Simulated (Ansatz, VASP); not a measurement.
# Ru (Ruthenium) in two plane-wave programs

One calculation is typed for both programs; each brings its own data sets. How far apart do they land? The cell is taken from a series of runs on this material, whose earlier steps may have relaxed, scaled, displaced or heated it; both programs get it as it stands.

Method: plane waves, with VASP 6.6.1 beside it; relaxation of cell and atoms at PBE with D3(BJ), in Ansatz 0.2.0.

## Step 1: The structure

The structure is hexagonal, space group P6_3/mmc (No. 194). The conventional cell has a = 2.699 Å, b = 2.699 Å, c = 4.262 Å, α = 90.00°, β = 90.00°, γ = 120.00°. Nearest to Ru lie 12 Ru at 2.64 to 2.70 Å.

Structure file:

```cif
data_structure
_symmetry_space_group_name_H-M 'P6_3/mmc'
_symmetry_Int_Tables_number 194
_cell_length_a 2.6989
_cell_length_b 2.6989
_cell_length_c 4.2622
_cell_angle_alpha 90.000
_cell_angle_beta 90.000
_cell_angle_gamma 120.000
_cell_volume 26.89
loop_
_atom_site_label
_atom_site_type_symbol
_atom_site_symmetry_multiplicity
_atom_site_Wyckoff_symbol
_atom_site_fract_x
_atom_site_fract_y
_atom_site_fract_z
_atom_site_occupancy
Ru1 Ru 2 c 0.33333 0.66667 0.25000 1
```

## Step 2: VASP: relaxation of cell and atoms, PBE with D3(BJ)

The relaxed volume is the usual yardstick between codes: in a stiff, nearly cubic crystal its relative difference is about their pressure difference at one cell divided by the bulk modulus.

Lines of VASP's logs that name or quote its potential files are left out, and so is its time.

INCAR

```
SYSTEM = Ru
PREC = Accurate
ENCUT = 500
EDIFF = 1E-07
NELM = 120
ISMEAR = 1
SIGMA = 0.2
LREAL = .FALSE.
ALGO = Normal
GGA = PE
IVDW = 12
NBANDS = 20
LASPH = .TRUE.
LORBIT = 11
LWAVE = .FALSE.
LCHARG = .FALSE.
ISIF = 3
IBRION = 2
NSW = 80
EDIFFG = -0.005
GGA_COMPAT = .FALSE.
NELMIN = 4
KPAR = 2
```

POSCAR

```
Ru
1.0
    2.6989480000      0.0000000000      0.0000000000
   -1.3494740000      2.3373570000      0.0000000000
    0.0000000000      0.0000000000      4.2621590000
Ru
2
Direct
    0.3333333333      0.6666666667      0.2500000587
    0.6666666667      0.3333333333      0.7499999413
```

KPOINTS

```
Automatic mesh
0
Gamma
21 21 12
0 0 0
```

Potentials, in the order of the species: Ru_pv (PBE family, release 64).

Launch:

```sh
> mpirun -np 2 vasp_std
```

Numbers of over 12 decimals in the logs are rounded to 6 here.

Output:

```text
[banner, memory and clock lines left out]
running    2 mpi-ranks, on    1 nodes
 distrk:  each k-point on    1 cores,    2 groups
 distr:  one band on    1 cores,    1 groups

 POSCAR found type information on POSCAR Ru
 POSCAR found :  1 types and       2 ions
 LDA part: xc-table for (Slater+PW92), standard interpolation
 POSCAR, INCAR and KPOINTS ok, starting setup
 FFT: planning ... GRIDC
 FFT: planning ... GRID_SOFT
 FFT: planning ... GRID
 WAVECAR not read
 entering main loop
       N       E                     dE             d eps       ncg     rms          rms(c)
DAV:   1     0.281046079228E+03    0.28105E+03   -0.17335E+04 13472   0.151E+03
DAV:   2    -0.139735555790E+02   -0.29502E+03   -0.28675E+03 13808   0.453E+02
DAV:   3    -0.197408045137E+02   -0.57672E+01   -0.57183E+01 15392   0.707E+01
DAV:   4    -0.197865389997E+02   -0.45734E-01   -0.45702E-01 17160   0.594E+00
DAV:   5    -0.197872066821E+02   -0.66768E-03   -0.66482E-03 15236   0.613E-01    0.182E+01
DAV:   6    -0.185392241312E+02    0.12480E+01   -0.28840E+00 15252   0.172E+01    0.501E+00
DAV:   7    -0.184592776199E+02    0.79947E-01   -0.42784E-01 15460   0.513E+00    0.112E+00
DAV:   8    -0.184525821798E+02    0.66954E-02   -0.23227E-02 15028   0.111E+00    0.271E-01
DAV:   9    -0.184522838947E+02    0.29829E-03   -0.12850E-03 15456   0.390E-01    0.355E-02
DAV:  10    -0.184522861994E+02   -0.23047E-05   -0.12119E-04 15020   0.114E-01    0.298E-02
DAV:  11    -0.184522810887E+02    0.51107E-05   -0.19052E-05 15304   0.420E-02    0.129E-03
DAV:  12    -0.184522809863E+02    0.10245E-06   -0.14208E-07 11212   0.374E-03    0.895E-04
DAV:  13    -0.184522810222E+02   -0.35946E-07   -0.80792E-09  9612   0.937E-04
   1 F= -.19713342E+02 E0= -.19712773E+02  d E =-.197133E+02
 curvature:   0.00 expect dE= 0.000E+00 dE for cont linesearch  0.000E+00
 trial: gam= 0.00000 g(F)=  0.135E-41 g(S)=  0.840E-05 ort = 0.000E+00 (trialstep = 0.100E+01)
 search vector abs. value=  0.840E-05
 bond charge predicted
       N       E                     dE             d eps       ncg     rms          rms(c)
DAV:   1    -0.184515541551E+02    0.72683E-03   -0.54658E-03 13764   0.817E-01    0.133E-01
DAV:   2    -0.184513087772E+02    0.24538E-03   -0.68950E-04 14188   0.256E-01    0.228E-02
DAV:   3    -0.184513035103E+02    0.52669E-05   -0.41651E-05 14676   0.562E-02    0.128E-02
DAV:   4    -0.184513084854E+02   -0.49751E-05   -0.26136E-06 15556   0.145E-02    0.204E-03
DAV:   5    -0.184513086584E+02   -0.17300E-06   -0.29430E-07 15272   0.499E-03    0.955E-04
DAV:   6    -0.184513085974E+02    0.60928E-07   -0.48180E-08  8404   0.212E-03
   2 F= -.19713336E+02 E0= -.19712765E+02  d E =0.661309E-05
 trial-energy change:    0.000007  1 .order    0.000008   -0.000008    0.000024
 step:   0.3016(harm=  0.2624)  dis= 0.00000  next Energy=   -19.713344 (dE=-0.129E-05)
 bond charge predicted
       N       E                     dE             d eps       ncg     rms          rms(c)
DAV:   1    -0.184521124009E+02   -0.80374E-03   -0.26685E-03 13724   0.571E-01    0.926E-02
DAV:   2    -0.184519967235E+02    0.11568E-03   -0.33653E-04 13664   0.179E-01    0.159E-02
DAV:   3    -0.184519923300E+02    0.43935E-05   -0.20231E-05 14456   0.392E-02    0.881E-03
DAV:   4    -0.184519912556E+02    0.10743E-05   -0.12727E-06 15400   0.101E-02    0.142E-03
DAV:   5    -0.184519912185E+02    0.37155E-07   -0.12987E-07  9504   0.340E-03
   3 F= -.19713344E+02 E0= -.19712774E+02  d E =-.144005E-05
 curvature:  -0.13 expect dE=-0.202E-07 dE for cont linesearch -0.325E-08
 trial: gam=-0.03604 g(F)=  0.454E-41 g(S)=  0.154E-06 ort = 0.457E-06 (trialstep = 0.860E+00)
 search vector abs. value=  0.132E-06
 reached required accuracy - stopping structural energy minimisation
```

From OUTCAR (step 2):

```text
ion  position               nearest neighbor table
   1  0.333  0.667  0.250-   2 2.64   2 2.64   2 2.64   2 2.64   2 2.64   2 2.64
   2  0.667  0.333  0.750-   1 2.64   1 2.64   1 2.64   1 2.64   1 2.64   1 2.64

  LATTYP: Found a hexagonal cell.
 ALAT       =     2.6989480000
 C/A-ratio  =     1.5791927077

 Subroutine GETGRP returns: Found 24 space group operations
 (whereof 12 operations were pure point group operations)

The static configuration has the point symmetry D_3d.
 The point group associated with its full space group is D_6h.

 Found    336 irreducible k-points:

   k-points           NKPTS =    336   k-points in BZ     NKDIM =    336   number of bands    NBANDS=     20

   dimension x,y,z NGX =    20 NGY =   20 NGZ =   32
   dimension x,y,z NGXF=    40 NGYF=   40 NGZF=   64

   ENCUT  =  500.0 eV  36.75 Ry    6.06 a.u.   4.92  4.92  7.77*2*pi/ulx,y,z

   NELECT =      28.0000    total number of electrons

 k-points in reciprocal lattice and weights: Automatic mesh
   0.00000000  0.00000000  0.00000000       0.000
   0.04761905  0.00000000  0.00000000       0.001
   0.09523810  0.00000000  0.00000000       0.001
   0.14285714  0.00000000  0.00000000       0.001
   0.19047619  0.00000000  0.00000000       0.001
   0.23809524  0.00000000  0.00000000       0.001
   0.28571429  0.00000000  0.00000000       0.001
   0.33333333  0.00000000  0.00000000       0.001
   0.38095238  0.00000000  0.00000000       0.001
[...]
0.33333333  0.28571429  0.50000000       0.002
   0.33333333  0.33333333  0.50000000       0.000

 Edisp (eV)   -1.26203

 average (electrostatic) potential at core
       1 -67.0363       2 -67.0363

 E-fermi :  13.0374

 k-point     1 :       0.0000    0.0000    0.0000
  band No.  band energies     occupation
    ...
     11      10.5890      2.00000
     12      11.0854      2.00000
     13      11.0854      2.00000
     14      11.5982      2.00000
     15      11.5982      2.00000
     16      14.2241     -0.00000
     17      14.2241     -0.00000
     18      14.3550     -0.00000
     19      23.3922      0.00000
     20      23.4310      0.00000

 k-point     2 :       0.0476    0.0000    0.0000
  band No.  band energies     occupation
    ...
     11      10.7638      2.00000
     12      11.0467      2.00000
     13      11.1492      2.00000
     14      11.5169      2.00000
     15      11.5444      2.00000
     16      13.3101     -0.06603
     17      14.2583     -0.00000
     18      15.3815     -0.00000
     19      23.3887      0.00000
     20      23.4310      0.00000

 k-point     3 :       0.0952    0.0000    0.0000
  band No.  band energies     occupation
    ...
     12      11.0506      2.00000
     13      11.2279      2.00000
     14      11.3378      2.00000
     15      11.3965      2.00000
     16      12.5364      2.00227
     17      14.3490     -0.00000
     18      16.5410     -0.00000
     19      23.3742      0.00000
     20      23.4310      0.00000

 Edisp (eV)   -1.26135

  Total       0.00092     0.00092    -0.00216     0.00000     0.00000     0.00000
  in kB       0.05504     0.05504    -0.12893     0.00000     0.00000     0.00000
  external pressure =       -0.01 kB  Pullay stress =        0.00 kB

  energy-cutoff  :      500.00
  volume of cell :       26.88
      direct lattice vectors                 reciprocal lattice vectors
     2.698798597 -0.000000000  0.000000000     0.370535245  0.213928672  0.000000000
    -1.349399299  2.337227613  0.000000000     0.000000000  0.427857344  0.000000000
     0.000000000  0.000000000  4.261686109     0.000000000  0.000000000  0.234648910

 POSITION                                       TOTAL-FORCE (eV/Angst)
 -----------------------------------------------------------------------------------
     -0.00000      1.55815      1.06542         0.000000      0.000000      0.000000
      1.34940      0.77908      3.19626        -0.000000      0.000000     -0.000000
 -----------------------------------------------------------------------------------
    total drift:                               -0.000106      0.000061     -0.000144

  FREE ENERGIE OF THE ION-ELECTRON SYSTEM (eV)
  ---------------------------------------------------
  free  energy   TOTEN  =       -19.7133438535 eV

  energy  without entropy=      -19.7116351147  energy(sigma->0) =      -19.71277427

 reached required accuracy - stopping structural energy minimisation

 total charge
# of ion       s       p       d       tot
------------------------------------------
    1        0.410   6.319   5.963  12.692
    2        0.410   6.319   5.963  12.692
--------------------------------------------------
tot          0.820  12.639  11.926  25.385

[... 3 further parts left out ...]
```

CONTCAR:

```
Ru
   1.00000000000000
     2.6987985972135333   -0.0000000000000000    0.0000000000000000
    -1.3493992986067667    2.3372276134797874    0.0000000000000000
     0.0000000000000000    0.0000000000000000    4.2616861088320448
  Ru
     2
Direct
     0.3333333332999970    0.6666666667000030    0.2500000587000031
     0.6666666667000030    0.3333333332999970    0.7499999412999969
```

Dispersion corrections of this kind ignore metallic screening and tend to overbind metals.

## Step 3: Ansatz: relaxation of cell and atoms, PBE with D3(BJ)

Ansatz runs on its default PAW (the set named soft_2) files.

The same cell, functional, mesh and smearing now go to Ansatz, which takes its cutoff from its data sets.

input.yaml

```yaml
crystal:
  lattice:
    - [2.6989477479, 0.0, 0.0]
    - [-1.3494738739, 2.3373573131, 0.0]
    - [0.0, 0.0, 4.2621587708]
  atoms:
    - { symbol: Ru, position: [0.3333333333, 0.6666666667, 0.25] }
    - { symbol: Ru, position: [0.6666666667, 0.3333333333, 0.75] }
kpoints:
  mp_grid: { grid: [21, 21, 12] }
hamiltonian:
  xc: pbe
  dispersion: d3bj
scf:
  occupations: { method: methfessel_paxton, width: 0.2 }
output:
  forces: true
  stress: true
  eigenvalues: true
relax:
  adjacent_minimum: "off"
  f_tol: 0.001
  max_steps: 60
  cell: { stress_tol: 0.01 }
```

Launch:

```sh
> ansatz run input.yaml --threads 4 --pin off --max-ram 14336MiB --backend cpu --events-out ev --progress --plain --runs-dir out
```

Output:

```text
Engine: ansatz 0.2.0, aarch64-unknown-linux-gnu
Pseudopotentials: kind: paw
Pseudopotential: Ru, paw, valence charge 16, recommended cutoff 420 eV (normal), Ru.paw.azcp
Functional definition: PBE
  parameter kappa = 0.804
  parameter beta = 0.066725
  exchange = pbe_x(kappa = kappa, mu = beta*pi^2/3)
  correlation = pbe_c(beta = beta)
Crystal: 2 atoms, lattice volume = 26.887 Å³
Basis set: ecut = 420 eV, 537 PW (Γ), exchange–correlation on 40×40×60 points (8 copies of the dense FFT grid, shifted against one another)
Bands: 20, of which v1, the nominal top of the filled ones, is band 16 counted from 1 (15 counted from 0)
Symmetry: 24 space group operations
Space group: P63/mmc (ITA 194), of the structure as read, at distance tolerance 3.0e-5 Å
k-points: 336 of 5292
Non-local potential: Ru, projectors of the file, l = 0: 3, l = 1: 2, l = 2: 2, l = 3: 1
PAW form: soft (Blöchl's): semilocal exchange-correlation on the pseudo side does not see the compensation charge
PAW one-centre angular grid: Ru, 590 points (default); XC on 64 Gauss nodes
Initial density: superposition of atomic densities (neutral atoms: chi_scale 0, normalization atom), corrected by the library's trained network
Initial wavefunctions: pseudopotential atomic-orbital guess
Functional: x = pbe(κ = 0.804, μ = 0.219515), c = pbe(β = 0.066725)
SCF iter   1: F=—  HF=-11758.619127 eV  |F-HF|=—  |Δ(HF+E_count)|=         —  Δρ=6.57e-3  dr2=2.30e-3  ethr=1.77e-3  ⟨swp⟩=4.9  Hψ=26319  notcnv=0
preconditioner: auto → none  [metal: Δε(μ)=0.001 eV  Ē_g=5.912 eV  σ=0.200 eV  W_gap=0.00  n_scr=8 (ndim 8)  ℏωp=28.6 eV  f_vac=0.000  D(μ)=1.76/eV (n_scr^D=22)  sad-step TF]
SCF iter   2: F=—  HF=-11758.621334 eV  |F-HF|=—  |Δ(HF+E_count)|=   2.21e-3  S|Δr|=    0.00e0  Δρ=3.86e-3  dr2=8.24e-4  ethr=7.18e-6  ⟨swp⟩=2.0  Hψ=13596  notcnv=0
SCF iter   3: F=—  HF=-11758.622408 eV  |F-HF|=—  |Δ(HF+E_count)|=   1.07e-3  S|Δr|=    0.00e0  Δρ=3.02e-4  dr2=7.71e-6  ethr=2.58e-6  ⟨swp⟩=2.1  Hψ=9201  notcnv=0
SCF iter   4: F=—  HF=-11758.622373 eV  |F-HF|=—  |Δ(HF+E_count)|=   3.50e-5  S|Δr|=    0.00e0  Δρ=1.28e-4  dr2=8.68e-7  ethr=2.41e-8  ⟨swp⟩=2.0  Hψ=12141  notcnv=0
SCF iter   5: F=-11758.622374 eV  HF=-11758.622374 eV  |F-HF|=8.18e-8  |Δ(HF+E_count)|=   9.55e-7  S|Δr|=    0.00e0  Δρ=3.31e-5  dr2=3.51e-8  ethr=3.13e-10  ⟨swp⟩=5.1  Hψ=29095  notcnv=0
SCF 1 converged in 5 iterations: F = -11758.622374 eV  dr2 = 3.51e-8
  greatest PAW one-centre occupation: 0.998 electrons in one spin orbital (limit 2), on the Ru atom at site 1 (counted from 0), in its partial waves of l = 0
relax step   1: F+E_penalty+E_count = -11758.62237383 eV  Δ(F+E_penalty+E_count) = +0.000e0 eV  max|allowed force component| = 5.551e-17 eV/Å  Δτ_max = 0.0000 Å  P = -0.016 GPa  Ω = 26.887 Å³  (5 SCF iters, dr2 threshold 1.00e-7 eV, accepted)
[...]
relax step   2: F+E_penalty+E_count = -11758.62237528 eV  Δ(F+E_penalty+E_count) = -1.455e-6 eV  max|allowed force component| = 3.701e-17 eV/Å  Δτ_max = 0.0000 Å  P = +0.012 GPa  Ω = 26.885 Å³  energy of the carried Pulay correction = +1.094e-6 eV  (3 SCF iters, dr2 threshold 9.45e-9 eV, accepted)
[...]
relax step   3: F+E_penalty+E_count = -11758.62237505 eV  Δ(F+E_penalty+E_count) = +2.273e-7 eV  max|allowed force component| = 5.782e-17 eV/Å  Δτ_max = 0.0000 Å  P = -0.000 GPa  Ω = 26.886 Å³  energy of the carried Pulay correction = +6.140e-7 eV  (2 SCF iters, dr2 threshold 4.21e-9 eV, accepted)
[...]
relax step   4: F+E_penalty+E_count = -11758.62237364 eV  Δ(F+E_penalty+E_count) = +1.411e-6 eV  max|allowed force component| = 3.701e-17 eV/Å  Δτ_max = 0.0000 Å  P = -0.000 GPa  Ω = 26.886 Å³  stress off target by 4.13e-4 GPa  SCF on the basis re-selected at this cell (its energy is not comparable with the rows above)  (4 SCF iters)
basis re-selected at this cell: Δ(F+E_penalty+E_count) = +1.411e-6 eV, ΔP = +0.000 GPa vs the last step (what re-selecting the basis moved, of the pressure what is left beyond the Pulay correction that the steps carried, after the strain that the cell walked since its last selection, with what the two solves' SCF thresholds leave and, on support functions, any second-order correction that the steps lacked; it is no m [...]
SCF converged after 4 iterations
Stability not checked: this state was not tested for a lower state beside it, because cold or Methfessel-Paxton smearing, or corrected tetrahedra, fill the levels in a way that the test cannot read (fill_not_monotonic; see scf.lower_state_search)
Free energy (F): -11758.622374 eV
Harris-Foulkes:  -11758.622374 eV  (|F-HF|=0.00e0)
Internal energy: -11758.620671 eV  (E = F + TS)
E sigma→0 (E₀):  -11758.621948 eV
Entropy (-TS):   -0.001703 eV (-0.851 meV/atom)
Fermi energy:    23.822083 eV
--- Per-component energies (eV) ---
  E_band       = -97.867873
  E_kinetic    = 1029.718457
  E_local      = -2495.035798  (includes V_loc(G=0)·N_el)
  E_nonlocal   = 685.961971
  E_hartree    = 802.047762
  E_xc         = -381.761395
  E_vxc        = -479.363714  (∫ρ·V_xc dr)
  E_paw        = -6921.424612  (= ΣΔE_a)
  E_vpaw       = -443.243884  (= ΣTr[D̂ρ^β])
  E_aug_tail   = -0.000402  (compensation charges beyond the density's cutoff)
  E_ewald      = -4476.865199
  E_disp       = -1.261455  (pairwise vdW)
  E_smearing   = -0.001703  (= −TS)
  E_closure    = 0.000000  (closes the sum)
  Σ components = -11758.622374   (vs F -11758.622374, Δ=0.00e0)
--- Forces (eV/Å), atoms counted from 1 ---
  atom   1  Ru    -0.00000000    -0.00000000     0.00000000
  atom   2  Ru     0.00000000     0.00000000    -0.00000000
  max |Σ_I F_I| component: 4.63e-18 eV/Å
--- Stress (GPa, compression-positive) ---
       -0.000413       0.000000      -0.000000
        0.000000      -0.000413       0.000000
       -0.000000       0.000000      -0.000132
  P = ⅓ Tr σ = -0.0003 GPa (-0.003 kbar)
--- Band table (eV; the first three rows and the last of 336) ---
  k-point 0: bands = [... 12 lower, 21.3724, 21.8677, 21.8677, 22.3807, 22.3807, 25.0107, 25.0107, 25.1384]
  k-point 1: bands = [... 12 lower, 21.3321, 21.8194, 21.8194, 22.4959, 22.4959, 24.8682, 25.0171, 25.0171]
  k-point 2: bands = [... 12 lower, 21.2204, 21.6882, 21.6882, 22.7853, 22.7853, 24.1732, 25.0202, 25.0202]
  k-point 335: bands = [... 12 lower, 21.0612, 21.0612, 22.6057, 22.6057, 25.0517, 25.0517, 32.3342, 32.3342]
--- Relaxed structure (3 steps of the walk, 3 accepted, 1 SCFs on fresh bases) ---
  F+E_penalty+E_count = -11758.62237364 eV   max|allowed force component| = 3.701e-17 eV/Å   (the final SCF, on the basis selected at the relaxed cell)
  cell:  # Å, volume = 26.8863 Å³
    - [2.699041, -2.8868462518147994e-11, 0]
    - [-1.349520, 2.337438, 0]
    - [0, 0, 4.261694]
  atoms:
    - { symbol: Ru, position: [0.333333, 0.666667, 0.25] }
    - { symbol: Ru, position: [0.666667, 0.333333, 0.75] }
```

In the SCF lines HF is the Harris–Foulkes energy and dr2 the Hartree energy of the density residual, in eV; the loop may stop once dr2 is under the threshold and the program's other checks hold. Hψ counts applications of the Hamiltonian.

## Step 4: Side by side

Known differences besides the potentials themselves: the data sets hold 32 valence electrons in Ansatz (on its default PAW (the set named soft_2) files) and 28 in VASP; the cutoff is 420 eV in Ansatz and 500 eV in VASP; Ansatz adds a Pulay correction to the stress that steers its cell, VASP none. Total energies have different zeros and are not compared.

The two programs side by side:

| quantity | Ansatz | VASP | difference |
| --- | --- | --- | --- |
| volume (Å³) | 26.89 | 26.88 | +0.02 % |
| edge a after relaxation, in the typed setting (Å) | 2.699 | 2.699 | +0.01 % |
| edge c after relaxation, in the typed setting (Å) | 4.262 | 4.262 | +0.00 % |

## Step 5: Results

| Item | Value |
| --- | --- |
| difference in volume (relaxation of cell and atoms, PBE with D3(BJ)) | 0.018 % |

In words: The difference in volume is 0.018 % (relaxation of cell and atoms, PBE with D3(BJ)), within the 1.2 % picked in this series as the mark of a large difference, as far as the stopping tolerances let one tell. The data sets hold unlike numbers of valence electrons (32 in Ansatz and 28 in VASP), so part of the differences comes from the potentials. How closely two codes agree says nothing of how well the functional describes the real material.

[Lines on the potential files, build, host, timing and source positions are cut from VASP's logs without a mark.]

[Logs are printed without paths, hosts, clocks, repeated set-up lines and the standing remarks that a program may print on its own settings, such as how far it seeks lower states.]

[Hosts, paths, dates, database ids (printed as entryN), source tags and the programs' standing remarks are cut or masked in the printed files.]
